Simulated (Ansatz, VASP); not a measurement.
# Cross-check of BP between VASP and Ansatz

One calculation is typed for both programs; each brings its own data sets. How far apart do they land? The cell is taken from a series of runs on this material, whose earlier steps may have relaxed, scaled, displaced or heated it; both programs get it as it stands.

Method: plane waves, with VASP 6.6.1 beside it; zone-centre phonons at LDA, in Ansatz 0.2.0.

## Step 1: Set-up

The structure is cubic, space group F-43m (No. 216). The conventional cell has a = 4.491 Å, b = 4.491 Å, c = 4.491 Å, α = 90.00°, β = 90.00°, γ = 90.00°. Nearest to B lie 4 P at 1.94 Å. P has 4 B at 1.94 Å nearest. Farther neighbours are not listed.

## Step 2: VASP: zone-centre phonons, LDA

Second derivatives magnify differences that forces hide, and they need a tight electronic threshold.

Lines of VASP's logs that name or quote its potential files are left out, and so is its time.

INCAR reads:

```
SYSTEM = BP
PREC = Accurate
ENCUT = 500
EDIFF = 1E-08
NELM = 120
ISMEAR = -1
SIGMA = 0.03
LREAL = .FALSE.
ALGO = Normal
GGA = PW92
NELECT = 7.977361
NBANDS = 9
LORBIT = 11
LWAVE = .FALSE.
LCHARG = .FALSE.
ISIF = 2
IBRION = 8
LASPH = .TRUE.
GGA_COMPAT = .FALSE.
KPAR = 2
```

POSCAR reads:

```
BP
1.0
    0.0000000000      2.2452912038      2.2452912038
    2.2452912038      0.0000000000      2.2452912038
    2.2452912038      2.2452912038      0.0000000000
B P
1 1
Direct
    0.0000000000      0.0000000000      0.0000000000
    0.7500000000      0.7500000000      0.7500000000
```

KPOINTS reads:

```
Automatic mesh
0
Gamma
29 29 29
0 0 0
```

PAW data sets: B and P (LDA family, release 64).

On the command line:

```console
$ mpirun -np 2 vasp_std
```

Numbers of over 12 decimals in the logs are rounded to 6 here.

What it wrote:

```text
[banner, memory and clock lines left out]
running    2 mpi-ranks, on    1 nodes
 distrk:  each k-point on    1 cores,    2 groups
 distr:  one band on    1 cores,    1 groups

 POSCAR found type information on POSCAR B P
 POSCAR found :  2 types and       2 ions
|                                                                             |
|               ----> ADVICE to this user running VASP <----                  |
|                                                                             |
|     You enforced a specific xc type in the INCAR file but a different       |
|     [... a line on the potential file left out ...]
|     I HOPE YOU KNOW WHAT YOU ARE DOING!                                     |
|                                                                             |

 LDA part: xc-table for (Slater(with rela. corr.)+PW92), standard interpolation
 POSCAR, INCAR and KPOINTS ok, starting setup
 FFT: planning ... GRIDC
 FFT: planning ... GRID_SOFT
 FFT: planning ... GRID
 WAVECAR not read
 entering main loop
       N       E                     dE             d eps       ncg     rms          rms(c)
DAV:   1     0.718730298659E+01    0.71873E+01   -0.34194E+03 12296   0.669E+02
DAV:   2    -0.150165639995E+02   -0.22204E+02   -0.21227E+02 18139   0.111E+02
DAV:   3    -0.154497559001E+02   -0.43319E+00   -0.43102E+00 14714   0.160E+01
DAV:   4    -0.154513758370E+02   -0.16199E-02   -0.16198E-02 17567   0.105E+00
DAV:   5    -0.154513788882E+02   -0.30512E-05   -0.30513E-05 14410   0.371E-02BRMIX: very serious problems
 the old and the new charge density differ
 old charge density:     8.00000 new    7.97736
BRMIX: very serious problems
 the old and the new charge density differ
 old charge density:     8.00000 new    7.97736
    0.764E+00
DAV:   6    -0.147092227811E+02    0.74216E+00   -0.17966E+00 13324   0.683E+00    0.406E+00
DAV:   7    -0.145893360162E+02    0.11989E+00   -0.30840E-01 17458   0.319E+00    0.127E+00
DAV:   8    -0.145765850353E+02    0.12751E-01   -0.34651E-02 14093   0.111E+00    0.248E-01
DAV:   9    -0.145765983457E+02   -0.13310E-04   -0.70567E-04 16070   0.216E-01    0.155E-01
DAV:  10    -0.145765947805E+02    0.35652E-05   -0.13083E-04 13519   0.747E-02    0.294E-02
DAV:  11    -0.145765968057E+02   -0.20252E-05   -0.59405E-06 18253   0.149E-02    0.353E-02
DAV:  12    -0.145765964878E+02    0.31796E-06   -0.18251E-06 14214   0.662E-03    0.760E-03
DAV:  13    -0.145765964949E+02   -0.71043E-08   -0.50356E-08 14911   0.174E-03
   1 F= -.14576596E+02 E0= -.14576414E+02  d E =-.364607E-03
 Linear response reoptimize wavefunctions to high precision
DAV:   1    -0.145765964932E+02    0.16611E-08   -0.92890E-09 13850   0.493E-04
DAV:   2    -0.145765964932E+02   -0.23306E-10   -0.17923E-10  7144   0.122E-04
 Linear response DOF=           2
 Linear response progress:
  Degree of freedom:   1/  2
       N       E                     dE             d eps       ncg     rms          rms(c)
RMM:   1    -0.463868479106E-01   -0.46387E-01   -0.76642E-03149281   0.128E+00
RMM:   2    -0.429680623741E-01    0.34188E-02   -0.11384E-03 96698   0.270E-01    0.169E-01
RMM:   3    -0.429106214809E-01    0.57441E-04   -0.35302E-04 99249   0.122E-01    0.871E-02
RMM:   4    -0.434295495702E-01   -0.51893E-03   -0.32235E-04 95628   0.113E-01    0.101E-02
RMM:   5    -0.433982645351E-01    0.31285E-04   -0.16425E-06103117   0.150E-02    0.132E-03
RMM:   6    -0.434046270881E-01   -0.63626E-05   -0.13383E-07102039   0.210E-03    0.599E-04
RMM:   7    -0.434028247702E-01    0.18023E-05   -0.64883E-08105107   0.521E-04    0.117E-04
RMM:   8    -0.434036141078E-01   -0.78934E-06    0.29895E-08106332   0.140E-04    0.454E-05
RMM:   9    -0.434032980407E-01    0.31607E-06    0.30845E-08108589   0.585E-05    0.313E-06
RMM:  10    -0.434032914383E-01    0.66024E-08    0.24106E-08109351   0.116E-05    0.131E-06
 first order change of Fermi-energy   0.58856E-04
 force on displaced ion       1 direction 1 : -16.451  -0.000  -0.000
 Linear response progress:
  Degree of freedom:   2/  2
       N       E                     dE             d eps       ncg     rms          rms(c)
RMM:   1    -0.436850562859E-01   -0.43685E-01    0.10167E-03142731   0.159E+00
RMM:   2    -0.411520945902E-01    0.25330E-02   -0.10436E-03 96173   0.247E-01    0.162E-01
RMM:   3    -0.412490218466E-01   -0.96927E-04   -0.67777E-05100745   0.544E-02    0.911E-02
RMM:   4    -0.416678461885E-01   -0.41882E-03   -0.58368E-05 98100   0.522E-02    0.103E-02
RMM:   5    -0.416232772231E-01    0.44569E-04   -0.43777E-06103869   0.108E-02    0.423E-03
RMM:   6    -0.416215229099E-01    0.17543E-05   -0.10115E-07103659   0.127E-03    0.322E-03
RMM:   7    -0.416229355874E-01   -0.14127E-05    0.75760E-08104416   0.693E-04    0.196E-04
RMM:   8    -0.416218340384E-01    0.11015E-05    0.39629E-08106286   0.172E-04    0.134E-04
RMM:   9    -0.416214485825E-01    0.38546E-06    0.71565E-08109538   0.659E-05    0.768E-06
RMM:  10    -0.416214465826E-01    0.19999E-08    0.74813E-08110618   0.146E-05    0.930E-06
 first order change of Fermi-energy   0.45441E-04
 force on displaced ion       2 direction 1 : -16.453  -0.000  -0.000
 Linear response finished
```

OUTCAR, selected parts (step 2):

```text
NELECT = 7.977361

 ion  position               nearest neighbor table
   1  0.000  0.000  0.000-   2 1.94   2 1.94   2 1.94   2 1.94
   2  0.750  0.750  0.750-   1 1.94   1 1.94   1 1.94   1 1.94

  LATTYP: Found a face centered cubic cell.
 ALAT       =     4.4905824076

 Subroutine GETGRP returns: Found 24 space group operations
 (whereof 24 operations were pure point group operations)

The static configuration has the point symmetry T_d .

 Found    680 irreducible k-points:

   k-points           NKPTS =    680   k-points in BZ     NKDIM =    680   number of bands    NBANDS=      9

   dimension x,y,z NGX =    24 NGY =   24 NGZ =   24
   dimension x,y,z NGXF=    48 NGYF=   48 NGZF=   48

   ENCUT  =  500.0 eV  36.75 Ry    6.06 a.u.   5.79  5.79  5.79*2*pi/ulx,y,z

 k-points in reciprocal lattice and weights: Automatic mesh
   0.00000000  0.00000000  0.00000000       0.000
   0.03448276  0.00000000  0.00000000       0.000
   0.06896552  0.00000000  0.00000000       0.000
   0.10344828  0.00000000  0.00000000       0.000
   0.13793103  0.00000000  0.00000000       0.000
   0.17241379  0.00000000  0.00000000       0.000
   0.20689655  0.00000000  0.00000000       0.000
   0.24137931  0.00000000  0.00000000       0.000
   0.27586207  0.00000000  0.00000000       0.000
[...]
-0.27586207  0.48275862  0.20689655       0.001
  -0.27586207  0.48275862  0.24137931       0.001

 average (electrostatic) potential at core
       1 -29.5800       2 -81.9269

  Total       -0.3185750     -0.3185750     -0.3185750     -0.0000000     -0.0000000      0.0000000
  in kB      -22.5462470    -22.5462470    -22.5462470     -0.0000000     -0.0000000      0.0000000
  external PRESSURE =     -22.5462470 kB  Pullay stress =       0.0000000 kB

  energy-cutoff  :      500.00
  volume of cell :       22.64
      direct lattice vectors                 reciprocal lattice vectors
     0.000000000  2.245291204  2.245291204    -0.222688264  0.222688264  0.222688264
     2.245291204  0.000000000  2.245291204     0.222688264 -0.222688264  0.222688264
     2.245291204  2.245291204  0.000000000     0.222688264  0.222688264 -0.222688264

 POSITION                                       TOTAL-FORCE (eV/Angst)
 -----------------------------------------------------------------------------------
      0.00000      0.00000      0.00000         0.000000     -0.000000      0.000000
      3.36794      3.36794      3.36794        -0.000000      0.000000     -0.000000
 -----------------------------------------------------------------------------------
    total drift:                               -0.000000     -0.000000     -0.000000

 Eigenvectors and eigenvalues of the dynamical matrix
 ----------------------------------------------------

   1 f  =   22.399078 THz   140.737560 2PiTHz  747.152831 cm-1    92.635103 meV
             X         Y         Z           dx          dy          dz
      0.000000  0.000000  0.000000     0.000000    0.000000    0.860958
      3.367937  3.367937  3.367937     0.000000    0.000000   -0.508675

   2 f  =   22.399078 THz   140.737560 2PiTHz  747.152831 cm-1    92.635103 meV
             X         Y         Z           dx          dy          dz
      0.000000  0.000000  0.000000    -0.860958   -0.000000    0.000000
      3.367937  3.367937  3.367937     0.508675    0.000000    0.000000

   3 f  =   22.399078 THz   140.737560 2PiTHz  747.152831 cm-1    92.635103 meV
             X         Y         Z           dx          dy          dz
      0.000000  0.000000  0.000000    -0.000000    0.860958   -0.000000
      3.367937  3.367937  3.367937    -0.000000   -0.508675    0.000000

   4 f/i=    0.000545 THz     0.003424 2PiTHz    0.018177 cm-1     0.002254 meV
             X         Y         Z           dx          dy          dz
      0.000000  0.000000  0.000000     0.337287    0.379140    0.035224
      3.367937  3.367937  3.367937     0.570875    0.641714    0.059619

   5 f/i=    0.000545 THz     0.003424 2PiTHz    0.018177 cm-1     0.002254 meV
             X         Y         Z           dx          dy          dz
      0.000000  0.000000  0.000000     0.137449   -0.077345   -0.483607
      3.367937  3.367937  3.367937     0.232639   -0.130911   -0.818530

   6 f/i=    0.000545 THz     0.003424 2PiTHz    0.018177 cm-1     0.002254 meV
             X         Y         Z           dx          dy          dz
      0.000000  0.000000  0.000000    -0.355100    0.330183   -0.153732
      3.367937  3.367937  3.367937    -0.601025    0.558851   -0.260200

 ELASTIC MODULI CONTR FROM IONIC RELAXATION (kBar)
 Direction    XX          YY          ZZ          XY          YZ          ZX
 --------------------------------------------------------------------------------
 XX          -0.0000      0.0000     -0.0000      0.0000     -0.0000      0.0000
 YY           0.0000     -0.0000     -0.0000      0.0000      0.0000     -0.0000
 ZZ          -0.0000     -0.0000     -0.0000     -0.0000      0.0000      0.0000
 XY           0.0000      0.0000     -0.0000   -304.0743     -0.0000     -0.0000
 YZ          -0.0000      0.0000      0.0000     -0.0000   -304.0743     -0.0000
 ZX           0.0000     -0.0000      0.0000     -0.0000     -0.0000   -304.0743
 --------------------------------------------------------------------------------
```

The cell is charged against a uniform background.

## Step 3: Ansatz: zone-centre phonons, LDA

Ansatz runs on its PAW soft_1 files.

The same cell, functional (in two slightly different forms), mesh and smearing now go to Ansatz, which takes its cutoff from its data sets.

input.yaml reads:

```yaml
crystal:
  lattice:
    - [0.0, 2.2452912038, 2.2452912038]
    - [2.2452912038, 0.0, 2.2452912038]
    - [2.2452912038, 2.2452912038, 0.0]
  atoms:
    - { symbol: B, position: [0.0, 0.0, 0.0] }
    - { symbol: P, position: [0.75, 0.75, 0.75] }
total_charge: 0.022639
kpoints:
  mp_grid: { grid: [29, 29, 29] }
hamiltonian:
  xc: lda
  pseudopotentials: { kind: paw, azcp: { folder: soft_1 }, xc_functional: pbe }
scf:
  occupations: { method: fermi_dirac, width: 0.03 }
output:
  eigenvalues: true
phonons:
  method: dfpt
```

On the command line:

```console
$ ansatz run input.yaml --threads 4 --pin off --max-ram 16384MiB --backend cpu --events-out ev --progress --plain --runs-dir out
```

What it wrote:

```text
zone centre: on kpoints.mp_grid the ground state, and the responses unless they are solved on pairs of k-points, stand on 1800 of the mesh's 24389 k-points, reduced under 8 symmetry operations, with k and −k counted as one. Each operation leaves every solved displacement unchanged or reverses it
Engine: ansatz 0.2.0, aarch64-unknown-linux-gnu
Pseudopotentials: kind: paw
Pseudopotential: B, paw, valence charge 3, recommended cutoff 420 eV (normal), soft_1/B.paw.azcp
Pseudopotential: P, paw, valence charge 5, recommended cutoff 420 eV (normal), soft_1/P.paw.azcp
Functional definition: SPW92
  exchange = slater_x
  correlation = pw_c
Crystal: 2 atoms, lattice volume = 22.639 Å³
Basis set: ecut = 420 eV, 459 PW (Γ), exchange–correlation on 48×48×48 points (8 copies of the dense FFT grid, shifted against one another)
Bands: 8, of which v1, the nominal top of the filled ones, is band 4 counted from 1 (3 counted from 0)
Symmetry: 24 space group operations
k-points: 1800 of 24389 (irreducible under 8 space group operations, time reversal used)
Non-local potential: B, projectors of the file, l = 0: 2, l = 1: 2, l = 2: 1
Non-local potential: P, projectors of the file, l = 0: 2, l = 1: 2, l = 2: 1
PAW form: soft (Blöchl's): semilocal exchange-correlation on the pseudo side does not see the compensation charge
PAW frozen core: B, regenerated for the run's functional, and the local potential with it (the file was generated under x = pbe(κ = 0.804, μ = 0.219515), c = pbe(β = 0.066725))
PAW frozen core: P, regenerated for the run's functional, and the local potential with it (the file was generated under x = pbe(κ = 0.804, μ = 0.219515), c = pbe(β = 0.066725))
PAW one-centre angular grid: B, 110 points (default); XC on 64 Gauss nodes
PAW one-centre angular grid: P, 110 points (default); XC on 64 Gauss nodes
Initial density: superposition of atomic densities (chi_scale 0.1, normalization cell, long waves kept (reshape's long-wave potential 0.00 eV rms))
Initial wavefunctions: pseudopotential atomic-orbital guess
Functional: x = slater, c = lda
SCF iter   1: F=—  HF=-877.685329 eV  |F-HF|=—  |Δ(HF+E_count)|=         —  Δρ=9.57e-2  dr2=2.32e0  ethr=3.10e-3  ⟨swp⟩=6.3  Hψ=139096  notcnv=0
preconditioner: auto → none  [metal: Δε(μ)=0.018 eV  Ē_g=13.132 eV  σ=0.030 eV  W_gap=0.15  n_scr=0 (ndim 8)  ℏωp=22.0 eV  f_vac=0.000  D(μ)=0.14/eV (n_scr^D=0)]
SCF iter   2: F=—  HF=-876.904331 eV  |F-HF|=—  |Δ(HF+E_count)|=   7.81e-1  Δρ=2.98e-2  dr2=1.54e-1  ethr=3.10e-3  ⟨swp⟩=3.0  Hψ=44204  notcnv=0
SCF iter   3: F=—  HF=-876.853474 eV  |F-HF|=—  |Δ(HF+E_count)|=   5.09e-2  Δρ=1.11e-2  dr2=1.77e-2  ethr=1.93e-3  ⟨swp⟩=3.0  Hψ=28768  notcnv=0
SCF iter   4: F=—  HF=-876.848223 eV  |F-HF|=—  |Δ(HF+E_count)|=   5.25e-3  Δρ=1.56e-3  dr2=2.60e-4  ethr=2.22e-4  ⟨swp⟩=3.0  Hψ=28793  notcnv=0
SCF iter   5: F=—  HF=-876.848168 eV  |F-HF|=—  |Δ(HF+E_count)|=   5.46e-5  Δρ=5.93e-5  dr2=2.96e-7  ethr=3.26e-6  ⟨swp⟩=2.0  Hψ=18946  notcnv=0
SCF iter   6: F=—  HF=-876.848169 eV  |F-HF|=—  |Δ(HF+E_count)|=   2.05e-7  Δρ=1.18e-5  dr2=1.46e-8  ethr=3.71e-9  ⟨swp⟩=2.3  Hψ=21511  notcnv=0
SCF iter   7: F=—  HF=-876.848169 eV  |F-HF|=—  |Δ(HF+E_count)|=   2.15e-9  Δρ=5.47e-7  dr2=8.89e-11  ethr=1.83e-10  ⟨swp⟩=2.0  Hψ=21573  notcnv=0
SCF iter   8: F=-876.848169 eV  HF=-876.848169 eV  |F-HF|=0.00e0  |Δ(HF+E_count)|=  4.07e-11  Δρ=1.48e-8  dr2=5.17e-14  ethr=1.00e-12  ⟨swp⟩=7.1  Hψ=85814  notcnv=0
SCF 1 converged in 8 iterations: F = -876.848169 eV  dr2 = 5.17e-14
  greatest PAW one-centre occupation: 0.763 electrons in one spin orbital (limit 2), on the P atom at site 1 (counted from 0), in its partial waves of l = 0
DFPT response loops at Γ: preconditioner auto → Kerker (q_TF=auto, 2.293 Å⁻¹) (partly filled bands, converged f_vac=0.000); β = 1.00, the filter's whole step (`scf.mixing.beta` (0.50) is not read by the response loops under this deck's `scf.mixing.preconditioner`; to damp them name `kerker` or `kerker_dos`, under which they read `scf.mixing.beta`, and type it under 1.00, their step now; both keys bind the ground state too); Broyden in place of MSR1
SCF converged after 8 iterations
Free energy (F): -876.848169 eV
Harris-Foulkes:  -876.848169 eV  (|F-HF|=0.00e0)
Internal energy: -876.847804 eV  (E = F + TS)
E sigma→0 (E₀):  -876.847986 eV
Entropy (-TS):   -0.000365 eV (-0.182 meV/atom)
Fermi energy:    9.195083 eV
--- Per-component energies (eV) ---
  E_band       = 22.834886
  E_kinetic    = 121.888812
  E_local      = -61.017917  (includes V_loc(G=0)·N_el)
  E_nonlocal   = 41.719336
  E_hartree    = 16.596453
  E_xc         = -106.288805
  E_vxc        = -101.656002  (∫ρ·V_xc dr)
  E_paw        = -601.402756  (= ΣΔE_a)
  E_vpaw       = -11.292256  (= ΣTr[D̂ρ^β])
  E_aug_tail   = 0.000009  (compensation charges beyond the density's cutoff)
  E_ewald      = -288.506120
  E_core_change = 0.163186  (= ΣΔE_core)
  E_smearing   = -0.000365  (= −TS)
  E_closure    = 0.000000  (closes the sum)
  E_deformation_potential = 0.379171  (in the stress; not in F)
  Σ components = -876.848169   (vs F -876.848169, Δ=0.00e0)
--- Band table (eV; the first three rows and the last of 1800) ---
  k-point 0: bands = ["-6.2073", "9.4584", "9.4584", "9.4584", "12.8933", "12.8933", "12.8933", "17.2870"]
  k-point 1: bands = ["-6.1853", "9.2667", "9.4175", "9.4175", "12.9495", "12.9495", "12.9796", "17.3469"]
  k-point 2: bands = ["-6.1194", "8.7632", "9.3042", "9.3042", "13.1060", "13.1060", "13.1714", "17.5221"]
  k-point 1799: bands = ["-0.9400", "1.4081", "3.5266", "3.9151", "14.6480", "16.0730", "16.7986", "17.3040"]
--- Phonons (Γ-DFPT): 2 representative perturbations + reference, on 1800 of 24389 k-points (Σ response iterations 6) ---
  k mesh reduced under 8 symmetry operations, with k and −k counted as one. Each operation leaves every solved displacement unchanged or reverses it
  ASR residual: 8.902e-6 → 0.000e0 eV/Å²; symmetrization residual: 7.433e-8 eV/Å²
  ASR residual per site (eV/Å²): 8.90e-6 6.41e-6
  Γ frequencies (cm⁻¹): 0.00 0.00 0.00 749.02 749.02 749.02
  non-analytic LO–TO correction: not included (Born effective charges unavailable; polar crystals: no LO–TO splitting at Γ)
```

Reading the cycles: dr2 is the Hartree energy of the density residual (eV), the measure of convergence; HF is the Harris–Foulkes estimate of the energy, which meets the free energy F at convergence.

## Step 4: Differences

Known differences besides the potentials themselves: the cutoff is 420 eV in Ansatz and 500 eV in VASP; VASP's log shows a relativistic correction to its local exchange, Ansatz's none. Total energies have different zeros and are not compared.

Both answers:

```tsv
quantity	Ansatz	VASP	difference
optical mode 1 to 3 (cm⁻¹)	749.0	747.2	+0.25 %
```

Modes are paired by rising frequency, not by their patterns, so a pair may set unlike modes beside each other; they are those without the splitting of longitudinal modes. The cell carries a charge of +0.022639 e against a uniform background, so its pressure also hangs on how the neutralising background is counted, and in a defect's cell a gap may be the spacing between its levels.

## Step 5: Outcome

```json
{
  "r.m.s. difference of the optical zone-centre modes, each program's sorted by frequency (zone-centre phonons, LDA)": "1.9 cm⁻¹"
}
```

In words: The r.m.s. difference of the optical zone-centre modes, each program's sorted by frequency is 1.9 cm⁻¹ (zone-centre phonons, LDA). Such differences can come from data sets, numerical settings and the points named under the comparisons, not from the functional's error against experiment.

[Lines on the potential files, build, host, timing and source positions are cut from VASP's logs without a mark.]

[Logs are printed without paths, hosts, clocks, repeated set-up lines and the standing remarks that a program may print on its own settings, such as how far it seeks lower states.]

[Hosts, paths, dates, database ids (printed as entryN), source tags and the programs' standing remarks are cut or masked in the printed files.]
